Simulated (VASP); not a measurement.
VASP runs on CuGaSe₂ (space group I-42d) share one base input (PBE GGA, plane waves, VASP's PBE PAW potentials (set 64)) and change the settings named in each case.

File POSCAR:
```
CuGaSe2
1
   -2.7766700000     2.7766700000     5.4543490000
    2.7766700000    -2.7766700000     5.4543490000
    2.7766700000     2.7766700000    -5.4543490000
Ga Cu Se
2 2 4
Direct
  0.5000000000   0.5000000000   0.0000000000
  0.2500000000   0.7500000000   0.5000000000
  0.0000000000   0.0000000000   0.0000000000
  0.7500000000   0.2500000000   0.5000000000
  0.8750000000   0.8750000000   0.5000000000
  0.1250000000   0.6250000000   0.0000000000
  0.3750000000   0.3750000000   0.5000000000
  0.6250000000   0.1250000000   0.0000000000
```

KPOINTS:
```
Automatic mesh
0
Gamma
3 3 3
0 0 0
```

**INCAR**
```
SYSTEM=CuGaSe2
PREC=Accurate; ENCUT=300; LREAL=F
LASPH=T
EDIFF=1E-6; NELM=100; ALGO=Normal
LMAXMIX=4
ISMEAR=-1; SIGMA=0.01
GGA=PE
ISIF=2
LWAVE=F; LCHARG=F
```

POTCAR, in this order: Ga_d Cu Se (PBE.64 set). Program: vasp_std.

```json
[
 {"change": "base run", "E(σ→0) (eV/atom)": "-3.8545", "pressure (GPa)": "5.30", "largest force (eV/Å)": "0.391"},
 {"change": "GGA removed, POTCAR Ga_d Cu Se (LDA.64 set)", "E(σ→0) (eV/atom)": "-4.6071", "pressure (GPa)": "(withheld)", "largest force (eV/Å)": "(withheld)"},
 {"change": "GGA_COMPAT = .FALSE., LNONCOLLINEAR = .TRUE., LSORBIT = .TRUE., MAGMOM = 0.0 0.0 0.0 0.0 0.0 0.0 0.0 0.0 0.0 0.0 0.0 0.0 0.0 0.0 0.0 0.0 0.0 0.0 0.0 0.0 0.0 0.0 0.0 0.0, program vasp_ncl", "E(σ→0) (eV/atom)": "-3.8663", "pressure (GPa)": "5.28", "largest force (eV/Å)": "0.393"},
 {"change": "KPOINTS 4×4×4 Γ-centred mesh", "E(σ→0) (eV/atom)": "-3.8586", "pressure (GPa)": "5.30", "largest force (eV/Å)": "(withheld)"}
]
```

Q: Some entries are withheld; supply them.

A: 
- KPOINTS 4×4×4 Γ-centred mesh, largest force (eV/Å): 0.406
- GGA removed, POTCAR Ga_d Cu Se (LDA.64 set), pressure (GPa): -0.78
- GGA removed, POTCAR Ga_d Cu Se (LDA.64 set), largest force (eV/Å): 0.447

Energies of different potentials or functionals have different zeros.  At 300 eV the pressure can carry a Pulay error.

Left out are runs that ran out of time, are held back, or changed the cell or the kind of run, fixed moments of cells without a moment, rows past the twelfth, gaps on odd meshes, pressures of charged cells and columns that move by less than the noise.

The structure is a typed CuGaSe2 crystal. The cell was not relaxed at this level, forces remain on its atoms, its lattice was scaled by up to 2.5 %.
